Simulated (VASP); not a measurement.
## PC2: single point with PBE

The system is PC2.

```xyz
6
Lattice="2.8516 0.0000 0.0000 -1.4258 2.4696 0.0000 0.0000 0.0000 7.0328" Properties=species:S:1:pos:R:3 pbc="T T T"
P     0.0000    0.0000    3.5164
P     0.0000    0.0000    0.0000
C     1.4258    0.8232    2.4676
C     0.0000    1.6464    4.5652
C     0.0000    1.6464    5.9840
C     1.4258    0.8232    1.0488
```

The cell was built by a generator and needn't be a form met in nature.

```yaml
Program: VASP 6.6.1
Task: single point
Functional: PBE
Potentials_or_basis: VASP PAW PBE potentials, release 64 (P, C)
Cutoff: 520 eV
k_mesh: 9 × 9 × 4
Occupations: gaussian, width 0.1 eV
Spin: no spin polarisation
```

| Property | Result |
| --- | --- |
| Pressure | -0.3 GPa |
| Largest force | 0.068 eV/Å |
| Band gap on the k mesh | none (metal or under the smearing width) |

Forces on the atoms (eV/Å):
```
P    0.000  0.000  0.000
P    0.000  0.000  0.000
C    0.000  0.000  0.068
C    0.000  0.000 -0.068
C    0.000  0.000  0.068
C    0.000  0.000 -0.068
```

Stress tensor (GPa, compression positive):
```
-0.44  0.00  0.00
 0.00 -0.44  0.00
 0.00  0.00  0.09
```

Levels at points of the mesh, in eV from the Fermi level:
```
           k point  band 9  band 10  band 11  band 12  band 13  band 14  band 15  band 16  band 17  band 18
(0.00, 0.00, 0.00)   -2.14    -2.14     0.49     0.49     1.26     1.26     5.25     5.26     5.26     5.38
(0.00, 0.00, 0.50)   -2.14    -2.14     0.78     0.78     0.78     0.78     5.34     5.34     6.55     6.55
```

It took 16 s on 1 thread of Intel(R) Xeon(R) 6975P-C (Granite Rapids), with other jobs on the host, peak memory 0.18 GiB.
